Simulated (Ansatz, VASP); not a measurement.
# Cross-check of K2BaP20O52 (glassy 83P2O5-8BaO-8K2O (mol %)) between VASP and Ansatz, part 2 of 3

Wanted: the spread between two codes on one cell, functional and k mesh. Of the first pair: The structure shown is the start of the Ansatz relaxation below; VASP solves that cell, so the two are compared at the walk's first step.

VASP 6.6.1 and Ansatz 0.2.0.

So far: Set-up; Ansatz: relaxation, PBE.

### Step 3. VASP: single point, PBE, start cell, pair 1

Level of this step: PBE; plane waves and PAW (P, Ba_sv, K_sv, O) (VASP).

The same cell, functional and mesh now go to VASP, with its own data sets.

Lines of VASP's logs that name or quote its potential files are left out, and so is its time.

INCAR reads:

```
SYSTEM = K2BaP20O52
PREC = Accurate
ENCUT = 520
EDIFF = 1E-06
NELM = 120
ISMEAR = 0
SIGMA = 0.01
LREAL = Auto
ALGO = Normal
GGA = PE
NBANDS = 272
LORBIT = 11
LWAVE = .FALSE.
LCHARG = .FALSE.
ISIF = 2
LASPH = .TRUE.
GGA_COMPAT = .FALSE.
EFERMI = MIDGAP
NCORE = 2
```

POSCAR reads:

```
K2BaP20O52
1.0
   10.0843600000      0.0000000000      0.0000000000
    0.0000000000     10.0843600000      0.0000000000
    0.0000000000      0.0000000000     10.0843600000
P Ba K O
20 1 2 52
Direct
    0.0877497432      0.4042299164      0.7772035112
    0.4614472312      0.6059184718      0.0494428997
    0.5400045219      0.3597848550      0.2378237191
    0.4952818027      0.4244493453      0.5339853000
    0.3889289950      0.3901586219      0.8322888116
    0.4051025548      0.0873431730      0.1950941855
    0.5492663887      0.7317668151      0.5482945869
    0.9113022542      0.5844793324      0.1880634963
    0.9735868216      0.1583541246      0.4373703438
    0.4808832687      0.0986180581      0.8979945182
    0.3937185900      0.8096894597      0.8233046024
    0.8206073563      0.7831533186      0.6955027389
    0.7678821462      0.5726491319      0.9145151502
    0.5216791150      0.1322047210      0.5870575822
    0.0700887315      0.3277253093      0.1926845134
    0.2305252887      0.0621754876      0.5706162811
    0.2492076840      0.7843631128      0.4476635106
    0.1892534578      0.7309239258      0.1600002380
    0.0320992111      0.6013767854      0.5499010349
    0.6625705548      0.7606332975      0.2561788750
    0.8312277626      0.0948300140      0.1127984324
    0.0735297034      0.0337354081      0.9175892174
    0.7855828233      0.2107818444      0.7540290113
    0.9723373620      0.5734424396      0.4172004966
    0.9340801003      0.0240868037      0.3868862278
    0.6123839292      0.7541182584      0.3998270589
    0.0485900940      0.4901054703      0.8954955991
    0.4805560293      0.4723452951      0.1517498384
    0.2335398578      0.0572569801      0.7140958871
    0.4730791047      0.2233260217      0.2368618336
    0.5239003764      0.1275837039      0.7359911784
    0.4734162604      0.9653463383      0.2404416344
    0.8784196518      0.9154968684      0.7229115184
    0.5531139309      0.6955622370      0.1633717955
    0.0433740961      0.6698293199      0.1825797572
    0.9671907786      0.4406526542      0.1916135481
    0.4689539049      0.4276324923      0.7106747478
    0.7868025338      0.6610632703      0.2498026647
    0.0652594711      0.4986533603      0.6512857534
    0.1053611731      0.1307767672      0.5154516499
    0.2596396797      0.7646692502      0.7842639493
    0.8475302349      0.5893383417      0.0437509173
    0.2384087835      0.3810851655      0.7923160220
    0.1711957923      0.8367015854      0.0619672443
    0.5343621211      0.4175674014      0.3795481320
    0.5882177947      0.0147158570      0.5315359626
    0.0248206133      0.2787187288      0.7524622286
    0.3029046960      0.6472894661      0.1128678468
    0.4293281874      0.9521873475      0.8552848173
    0.0219746221      0.2407391247      0.3162025156
    0.3953448707      0.7567460900      0.4813493370
    0.0454862778      0.2425637324      0.0725777342
    0.4744475604      0.7699943279      0.6939756217
    0.6825123260      0.3363029483      0.1974939411
    0.2232566073      0.9186998481      0.5175836642
    0.8681165686      0.2349876442      0.5076078204
    0.7916417105      0.4637478234      0.8211428390
    0.3743420505      0.1177665216      0.5472732033
    0.2204601978      0.7818641937      0.3019725595
    0.3476670805      0.4172401620      0.5103744809
    0.4492897913      0.7298827095      0.9406348048
    0.2690998735      0.0907444796      0.2508934627
    0.6293706294      0.5655986101      0.9685889833
    0.6209814009      0.1043596222      0.9483199727
    0.7218802185      0.8723508482      0.1835515590
    0.4047951481      0.5035520350      0.9318985042
    0.5452800178      0.5739779222      0.5511703271
    0.1595738351      0.6830874741      0.5136468750
    0.7898567683      0.7029994962      0.8262200080
    0.4253120674      0.2580629807      0.8904382628
    0.2007068371      0.3858251788      0.2188834988
    0.9258792824      0.6942235303      0.6213681384
    0.6896421786      0.7704504798      0.6196426942
    0.4128075555      0.0926880833      0.0442169855
    0.5517058098      0.2774791856      0.5495737955
```

KPOINTS reads:

```
Automatic mesh
0
Gamma
1 1 1
0 0 0
```

Potentials, in the order of the species: P, Ba_sv, K_sv and O (PBE family, release 64).

Launch:

```
mpirun -np 8 vasp_gam
```

Numbers of over 12 decimals in the logs are rounded to 6 here.

Output:

```text
[banner, memory and clock lines left out]
running    8 mpi-ranks, on    1 nodes
[...]
LDA part: xc-table for (Slater+PW92), standard interpolation
 POSCAR, INCAR and KPOINTS ok, starting setup
[...]
entering main loop
       N       E                     dE             d eps       ncg     rms          rms(c)
DAV:   1     0.448313249725E+04    0.44831E+04   -0.26912E+05   544   0.161E+03
DAV:   2    -0.202665611099E+03   -0.46858E+04   -0.45408E+04   672   0.407E+02
DAV:   3    -0.578225247403E+03   -0.37556E+03   -0.37262E+03   656   0.125E+02
DAV:   4    -0.588945625185E+03   -0.10720E+02   -0.10671E+02   688   0.210E+01
[...]
DAV:  18    -0.503343212873E+03    0.46385E-05   -0.35234E-05   648   0.211E-02    0.114E-02
DAV:  19    -0.503343213915E+03   -0.10424E-05   -0.27802E-05   664   0.110E-02    0.116E-02
DAV:  20    -0.503343213567E+03    0.34802E-06   -0.36165E-06   440   0.345E-03
   1 F= -.50334321E+03 E0= -.50334321E+03  d E =-.950541E-24
```

From OUTCAR (step 3):

```text
  Total       15.8492924     15.5558841     17.8043963      0.1697531     -5.3784720      0.1510107
  in kB       24.7614137     24.3030208     27.8158804      0.2652060     -8.4028086      0.2359246
  external PRESSURE =      25.6267716 kB  Pullay stress =       0.0000000 kB

 POSITION                                       TOTAL-FORCE (eV/Angst)
[...]
4.99460      4.28030      5.38490        -7.577476     -0.576118     -1.018452
      3.92210      3.93450      8.39310        -1.104451      1.540709     -1.895378
      4.08520      0.88080      1.96740        -2.100525     -2.227121      2.519588
      5.53900      7.37940      5.52920        -1.390473     -0.989003      2.150330
      9.18990      5.89410      1.89650         0.164035     -0.307564     -1.385185
      9.81800      1.59690      4.41060        -3.700435     -0.918928     -0.984343
      4.84940      0.99450      9.05570         2.198139      1.111053      1.434173
      3.97040      8.16520      8.30250        -2.409858     -2.588225     -1.744462
      8.27530      7.89760      7.01370         1.812798      0.209103      1.445692
      7.74360      5.77480      9.22230        -1.117399     -1.542172     -2.128669
      5.26080      1.33320      5.92010        -0.498243     -2.160020     -0.832338
      0.70680      3.30490      1.94310         4.008800     -3.013625      0.581603
      2.32470      0.62700      5.75430         0.108405      2.426513      1.665945
      2.51310      7.90980      4.51440         2.444267      0.964354      2.939946
[...]
-----------------------------------------------------------------------------------
    total drift:                                0.013482     -0.005316     -0.023761

  FREE ENERGIE OF THE ION-ELECTRON SYSTEM (eV)
  ---------------------------------------------------
  free  energy   TOTEN  =      -503.3432135670 eV

  energy  without entropy=     -503.3432135670  energy(sigma->0) =     -503.34321357

[... 3 further parts left out ...]
[key lines of the parts left out:]
E-fermi :   2.7056
```

Harder data sets than Ba_sv exist (the GW ones), and pressures, volumes and forces can shift noticeably with them.

### Step 4. Side by side

Known differences besides the potentials themselves: fixed occupations in Ansatz, narrow Gaussian smearing in VASP; the cutoff is 420 eV in Ansatz and 520 eV in VASP (PREC = Accurate, projectors in real space). Total energies have different zeros and are not compared.

Forces on 8 of the 75 atoms, those with the largest forces and the largest differences (eV/Å; atoms numbered as in POSCAR):

```
atom          Ansatz x, y, z            VASP x, y, z
  P1    -2.398, 3.087, 5.936    -2.334, 2.942, 5.748
  P4  -7.771, -0.657, -1.029  -7.577, -0.576, -1.018
  P6   -2.170, -2.340, 2.677   -2.101, -2.227, 2.520
 P15    4.162, -3.080, 0.562    4.009, -3.014, 0.582
 P18   -1.075, 1.402, -4.093   -1.048, 1.368, -4.000
 P19  -3.510, -0.026, -2.272  -3.408, -0.023, -2.139
 O36    -4.804, 3.787, 0.253    -4.657, 3.697, 0.248
 O38    2.642, -2.758, 1.693    2.610, -2.715, 1.647
```

The forces differ by 62 meV/Å r.m.s., which is 3.8 % of the r.m.s. force of 1.614 eV/Å (both taken over all components).

### Step 5. Ansatz: relaxation, PBE

This run makes the geometry at which the two programs are then compared. The cell compared in this pair holds 1051.50 Å³, against 1025.52 Å³ for the pair before.

The structure compared here is the end of the Ansatz relaxation.

input.yaml reads:

```yaml
crystal:
  lattice:
    - [10.08436, 0.0, 0.0]
    - [0.0, 10.08436, 0.0]
    - [0.0, 0.0, 10.08436]
  atoms:
    - { symbol: P, position: [0.08775, 0.40423, 0.7772] }
    - { symbol: P, position: [0.46145, 0.60592, 0.04944] }
    - { symbol: P, position: [0.54, 0.35978, 0.23782] }
    - { symbol: P, position: [0.49528, 0.42445, 0.53399] }
    - { symbol: P, position: [0.38893, 0.39016, 0.83229] }
    - { symbol: P, position: [0.4051, 0.08734, 0.19509] }
    - { symbol: P, position: [0.54927, 0.73177, 0.54829] }
    - { symbol: P, position: [0.9113, 0.58448, 0.18806] }
    - { symbol: P, position: [0.97359, 0.15835, 0.43737] }
    - { symbol: P, position: [0.48088, 0.09862, 0.89799] }
    - { symbol: P, position: [0.39372, 0.80969, 0.8233] }
    - { symbol: P, position: [0.82061, 0.78315, 0.6955] }
    - { symbol: P, position: [0.76788, 0.57265, 0.91452] }
    - { symbol: P, position: [0.52168, 0.1322, 0.58706] }
    - { symbol: P, position: [0.07009, 0.32773, 0.19268] }
    - { symbol: P, position: [0.23053, 0.06218, 0.57062] }
    - { symbol: P, position: [0.24921, 0.78436, 0.44766] }
    - { symbol: P, position: [0.18925, 0.73092, 0.16] }
    - { symbol: P, position: [0.0321, 0.60138, 0.5499] }
    - { symbol: P, position: [0.66257, 0.76063, 0.25618] }
    - { symbol: Ba, position: [0.83123, 0.09483, 0.1128] }
    - { symbol: K, position: [0.07353, 0.03374, 0.91759] }
    - { symbol: K, position: [0.78558, 0.21078, 0.75403] }
    - { symbol: O, position: [0.97234, 0.57344, 0.4172] }
    - { symbol: O, position: [0.93408, 0.02409, 0.38689] }
    - { symbol: O, position: [0.61238, 0.75412, 0.39983] }
    - { symbol: O, position: [0.04859, 0.49011, 0.8955] }
    - { symbol: O, position: [0.48056, 0.47235, 0.15175] }
    - { symbol: O, position: [0.23354, 0.05726, 0.7141] }
    - { symbol: O, position: [0.47308, 0.22333, 0.23686] }
    - { symbol: O, position: [0.5239, 0.12758, 0.73599] }
    - { symbol: O, position: [0.47342, 0.96535, 0.24044] }
    - { symbol: O, position: [0.87842, 0.9155, 0.72291] }
    - { symbol: O, position: [0.55311, 0.69556, 0.16337] }
    - { symbol: O, position: [0.04337, 0.66983, 0.18258] }
    - { symbol: O, position: [0.96719, 0.44065, 0.19161] }
    - { symbol: O, position: [0.46895, 0.42763, 0.71067] }
    - { symbol: O, position: [0.7868, 0.66106, 0.2498] }
    - { symbol: O, position: [0.06526, 0.49865, 0.65129] }
    - { symbol: O, position: [0.10536, 0.13078, 0.51545] }
    - { symbol: O, position: [0.25964, 0.76467, 0.78426] }
    - { symbol: O, position: [0.84753, 0.58934, 0.04375] }
    - { symbol: O, position: [0.23841, 0.38109, 0.79232] }
    - { symbol: O, position: [0.1712, 0.8367, 0.06197] }
    - { symbol: O, position: [0.53436, 0.41757, 0.37955] }
    - { symbol: O, position: [0.58822, 0.01472, 0.53154] }
    - { symbol: O, position: [0.02482, 0.27872, 0.75246] }
    - { symbol: O, position: [0.3029, 0.64729, 0.11287] }
    - { symbol: O, position: [0.42933, 0.95219, 0.85528] }
    - { symbol: O, position: [0.02197, 0.24074, 0.3162] }
    - { symbol: O, position: [0.39534, 0.75675, 0.48135] }
    - { symbol: O, position: [0.04549, 0.24256, 0.07258] }
    - { symbol: O, position: [0.47445, 0.76999, 0.69398] }
    - { symbol: O, position: [0.68251, 0.3363, 0.19749] }
    - { symbol: O, position: [0.22326, 0.9187, 0.51758] }
    - { symbol: O, position: [0.86812, 0.23499, 0.50761] }
    - { symbol: O, position: [0.79164, 0.46375, 0.82114] }
    - { symbol: O, position: [0.37434, 0.11777, 0.54727] }
    - { symbol: O, position: [0.22046, 0.78186, 0.30197] }
    - { symbol: O, position: [0.34767, 0.41724, 0.51037] }
    - { symbol: O, position: [0.44929, 0.72988, 0.94063] }
    - { symbol: O, position: [0.2691, 0.09074, 0.25089] }
    - { symbol: O, position: [0.62937, 0.5656, 0.96859] }
    - { symbol: O, position: [0.62098, 0.10436, 0.94832] }
    - { symbol: O, position: [0.72188, 0.87235, 0.18355] }
    - { symbol: O, position: [0.4048, 0.50355, 0.9319] }
    - { symbol: O, position: [0.54528, 0.57398, 0.55117] }
    - { symbol: O, position: [0.15957, 0.68309, 0.51365] }
    - { symbol: O, position: [0.78986, 0.703, 0.82622] }
    - { symbol: O, position: [0.42531, 0.25806, 0.89044] }
    - { symbol: O, position: [0.20071, 0.38583, 0.21888] }
    - { symbol: O, position: [0.92588, 0.69422, 0.62137] }
    - { symbol: O, position: [0.68964, 0.77045, 0.61964] }
    - { symbol: O, position: [0.41281, 0.09269, 0.04422] }
    - { symbol: O, position: [0.55171, 0.27748, 0.54957] }
kpoints:
  mp_grid: { grid: [1, 1, 1] }
hamiltonian:
  xc: pbe
scf:
  occupations: { method: fixed }
output:
  forces: true
relax:
  f_tol: 0.05
  max_steps: 150
  cell: {}
```

Launch:

```
ansatz run input.yaml --threads 4 --pin off --max-ram 8192MiB --backend cpu --events-out ev --progress --plain --runs-dir out
```

Output:

```text
[...]
Crystal: 75 atoms, lattice volume = 1025.522 Å³
Basis set: ecut = 420 eV, 20005 PW (Γ), exchange–correlation on 144×144×144 points (8 copies of the dense FFT grid, shifted against one another)
Bands: 295, of which v1, the nominal top of the filled ones, is band 220 counted from 1 (219 counted from 0)
Symmetry: 1 space group operations
[...]
k-points: 1
[...]
- { symbol: O, position: [0.640984, 0.764589, 0.433734] }
    - { symbol: O, position: [0.133805, 0.551174, 0.931862] }
    - { symbol: O, position: [0.451842, 0.473496, 0.131458] }
    - { symbol: O, position: [0.200523, 0.037760, 0.746354] }
    - { symbol: O, position: [0.403356, 0.265228, 0.178683] }
    - { symbol: O, position: [0.477372, 0.093786, 0.697138] }
[...]
- { symbol: O, position: [0.998676, 0.702305, 0.735720] }
    - { symbol: O, position: [0.784290, 0.773668, 0.632854] }
    - { symbol: O, position: [0.397698, 0.125763, -0.053300] }
    - { symbol: O, position: [0.383261, 0.263429, 0.557408] }
[key lines of the parts left out:]
P = ⅓ Tr σ = -0.0071 GPa (-0.071 kbar)
```

[end of part 2 of 3]

[Lines on the potential files, build, host, timing and source positions are cut from VASP's logs without a mark.]

[Logs are printed without paths, hosts, clocks, repeated set-up lines and the standing remarks that a program may print on its own settings, such as how far it seeks lower states.]

[Hosts, paths, dates, database ids (printed as entryN), source tags and the programs' standing remarks are cut or masked in the printed files.]
